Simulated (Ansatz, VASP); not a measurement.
**CaZr3N2 in VASP and in Ansatz**

File INCAR:

```
SYSTEM = CaZr3N2
  ALGO = Normal
  EDIFF = 1E-7
  ENCUT = 520
  GGA = PE
  ISIF = 2
  ISMEAR = 0
  LASPH = .True.
  LCHARG = .False.
  LREAL = .False.
  LWAVE = .False.
  NBANDS = 37
  NELM = 60
  PREC = Accurate
  SIGMA = 0.1
```

Contents of KPOINTS:

```
k-points
0
Gamma
  6 6 6
  0 0 0
```

Contents of POSCAR:

```
CaZr3N2
1.0
    3.0059925000      1.7355105800      2.9950543800
   -3.0059925000      1.7355105800      2.9950543800
    0.0000000000     -3.4710211600      2.9950543800
Ca Zr N
1 3 2
Direct
    0.0000000000      0.0000000000      0.0000000000
    0.5000000000      0.5000000000      0.0000000000
    0.0000000000      0.5000000000      0.5000000000
    0.5000000000      0.0000000000      0.5000000000
    0.7450829400      0.7450829400      0.7450829400
    0.2549170600      0.2549170600      0.2549170600
```

Input for Ansatz:

```yaml
crystal:
  lattice:
    - [3.0059925, 1.73551058, 2.99505438]
    - [-3.0059925, 1.73551058, 2.99505438]
    - [0.0, -3.47102116, 2.99505438]
  atoms:
    - { symbol: Ca, position: [0.0, 0.0, 0.0] }
    - { symbol: Zr, position: [0.5, 0.5, 0.0] }
    - { symbol: Zr, position: [0.0, 0.5, 0.5] }
    - { symbol: Zr, position: [0.5, 0.0, 0.5] }
    - { symbol: "N", position: [0.74508294, 0.74508294, 0.74508294] }
    - { symbol: "N", position: [0.25491706, 0.25491706, 0.25491706] }
basis:
  ecutwfc: 420
kpoints:
  mp_grid: { grid: [6, 6, 6] }
hamiltonian:
  xc: pbe
scf:
  occupations: { method: gaussian, width: 0.1 }
  lower_state_search: "off"
output:
  forces: true
  stress: true
  eigenvalues: true
```

Alike in both runs: task single point; functional PBE; k mesh 6 × 6 × 6; occupations gaussian, width 0.1 eV; no spin polarisation.

|  | VASP | Ansatz |
| --- | --- | --- |
| version | VASP 6.6.1 | Ansatz 0.2.0 |
| potentials or method | VASP PAW PBE potentials, release 64 (Ca_sv, Zr_sv, N) | scalar-relativistic, plane waves, PAW |
| plane-wave cutoff (eV) | 520 | 420 |
| valence electrons in the cell | 56 | 56 |

```csv
,VASP,Ansatz,Ansatz less VASP
gap on the k mesh at the Fermi level (eV),none,none,-
rms of the force components (eV/Å),1.783,1.773,-0.0094
```

Atom by atom the forces differ by 0.009 eV/Å (rms over components). A gap of «none» marks a metal or a gap that the smearing closes. With one functional, cell and mesh, what is left measures potentials, basis and numerics.

Caveats: forces of over 1 eV/Å show positions far from the minimum, so gaps and moduli don't describe the material at rest.
